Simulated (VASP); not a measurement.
An input for Ansatz (written as the equivalent of a VASP run, and not itself run):

Ansatz 0.2 input:
```yaml
crystal:
  lattice:
    - [3.8161315, 0.0000000, 0.0000000]
    - [0.0000000, 3.8161315, 0.0000000]
    - [0.0000000, 0.0000000, 3.8161315]
  atoms:
    - { symbol: Ti, position: [0.0000000, 0.0000000, 0.0000000] }
    - { symbol: Pt, position: [0.0000000, 0.5000000, 0.5000000] }
    - { symbol: Pt, position: [0.5000000, 0.0000000, 0.5000000] }
    - { symbol: Pt, position: [0.5000000, 0.5000000, 0.0000000] }
kpoints:
  mp_grid: { grid: [8, 8, 8] }
hamiltonian:
  xc: pbesol
  pseudopotentials: { kind: paw }
scf:
  occupations: { method: methfessel_paxton, width: 0.1 }
  max_iter: 100
relax:
  max_steps: 40
  f_tol: 0.02
  cell: { p_target: 20 }
output: { forces: true, stress: true, eigenvalues: true }
```

Problem. Write the VASP files for the same calculation (PBEsol).

Solution. One answer among several that fit: 
**INCAR**
```
! general
SYSTEM  = Pt3Ti
PREC    = Accurate
ENCUT   = 500   ! plane-wave cut-off (eV)
LREAL   = .FALSE.   ! projection in real space or not
LASPH   = .TRUE.   ! aspherical one-centre terms

! electronic loop
EDIFF   = 1E-6
NELM    = 100   ! most electronic steps
ALGO    = Normal
LMAXMIX = 6

! smearing
ISMEAR  = 1
SIGMA   = 0.1

! functional
GGA     = PS

! ions
IBRION  = 2   ! conjugate gradients
NSW     = 40   ! most ionic steps
ISIF    = 3
EDIFFG  = -0.02
PSTRESS = 200

! output
LWAVE   = .FALSE.
LCHARG  = .FALSE.
```

**POSCAR**
```
Pt3Ti
1
    3.8161315331     0.0000000000     0.0000000000
    0.0000000000     3.8161315331    -0.0000000000
   -0.0000000000     0.0000000000     3.8161315331
Ti Pt
1 3
Direct
  0.0000000000   0.0000000000   0.0000000000
  0.0000000000   0.5000000000   0.5000000000
  0.5000000000   0.0000000000   0.5000000000
  0.5000000000   0.5000000000   0.0000000000
```

**KPOINTS**
```
kpoints
0
Gamma
  8 8 8
```

POTCAR, in this order: Ti_sv Pt (PBE.64 set). Program: vasp_std.

Limits of the translation: each code has its own PAW files, so the cut-off isn't converted (ENCUT is set for VASP's; basis.ecutwfc is left out, and Ansatz then takes the one that its files recommend); Ansatz stops its SCF on the density residual and VASP on the energy change (EDIFF).

The compound is Pt3Ti in the L1_2 structure. It was relaxed first under an external pressure of 20 GPa.
